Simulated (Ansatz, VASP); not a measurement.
**Be2Cd2S in VASP and in Ansatz**

```xyz
5
Lattice="3.3063 0.0000 0.0000 0.0000 4.8168 0.0000 0.0000 0.0000 6.4063" Properties=species:S:1:pos:R:3 pbc="T T T"
Be    0.0000    0.0000    5.5894
Be    0.0000    0.0000    0.8169
Cd    1.6531    3.6395    0.0000
Cd    1.6531    1.1773    0.0000
S     1.6531    0.0000    3.2031
```

Alike in both runs: task single point; functional PBE; k mesh 6 × 4 × 4; occupations gaussian, width 0.1 eV; no spin polarisation.

|  | VASP | Ansatz |
| --- | --- | --- |
| version | VASP 6.6.1 | Ansatz 0.2.0 |
| potentials or method | VASP PAW PBE potentials, release 64 (Be, Cd, S) | scalar-relativistic, plane waves, PAW |
| plane-wave cutoff (eV) | 520 | 420 |
| valence electrons in the cell | 34 | 50 |

```tsv
	VASP	Ansatz	Ansatz less VASP
gap on the k mesh at the Fermi level (eV)	none	none	-
pressure (GPa)	25.1	24.2	-0.89
largest component of the traceless stress (GPa)	19.57	19.03	-0.536
rms of the force components (eV/Å)	3.629	3.543	-0.0863
```

Atom by atom the forces differ by 0.095 eV/Å (rms over components). A gap of «none» marks a metal or a gap that the smearing closes. The two sets of potentials don't hold the same shells in valence.

Caveats: so large a pressure means that the cell lies far from this level's equilibrium, or that cutoff or potentials fall short (VASP); forces of over 1 eV/Å show positions far from the minimum, so gaps and moduli don't describe the material at rest.
